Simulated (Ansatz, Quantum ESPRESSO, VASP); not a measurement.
# Code comparison for AgCl (Fm-3m, 2 atoms in the cell)

Self-consistent single point.

```xyz
2
Lattice="0.0000 2.7750 2.7750 2.7750 0.0000 2.7750 2.7750 2.7750 0.0000" Properties=species:S:1:pos:R:3 pbc="T T T"
Ag     0.0000     0.0000     0.0000
Cl     2.7750     2.7750     2.7750
```

Shared settings, as Ansatz (an electronic-structure program) writes them: kpoints.mp_grid.grid = 8 8 8; scf.occupations.method = fermi_dirac; scf.occupations.width = 0.01 eV. Potentials and cutoffs stand in the table.

```
code                                                             model  pressure (GPa)  gap on the mesh (eV)   cutoff
----------------  ----------------------------------------------------  --------------  --------------------  -------
Ansatz                         PBEsol, default PAW files made with PBE           -2.75                 0.733  default
Quantum ESPRESSO  PBEsol, SSSP 1.1.2 efficiency (PBE) pseudopotentials           -2.82                 0.738    60 Ry
VASP                        PBEsol, VASP's PBE PAW potentials (set 64)               –                 0.718   300 eV
```

A dash marks a value that a program does not give, or that is left out as unsure.

Gaps are read on the mesh.

The spread over the programs that give each value: pressure within 0.07 GPa; gap on the mesh within 0.020 eV.

Ansatz's pressure is given at a fixed set of plane waves, as the other plane-wave codes print theirs.

VASP's run is marked for a possible Pulay error in its stress at this cutoff; no cutoff test was made.

The starting cell has typed, rounded lattice constants, without a prior relaxation at this level.

Left out of this page: ABINIT, GPAW, CP2K and SIESTA (not drawn, or without a comparable value); FLEUR (with a known weakness of the program).

Keys are those of Ansatz 0.2.
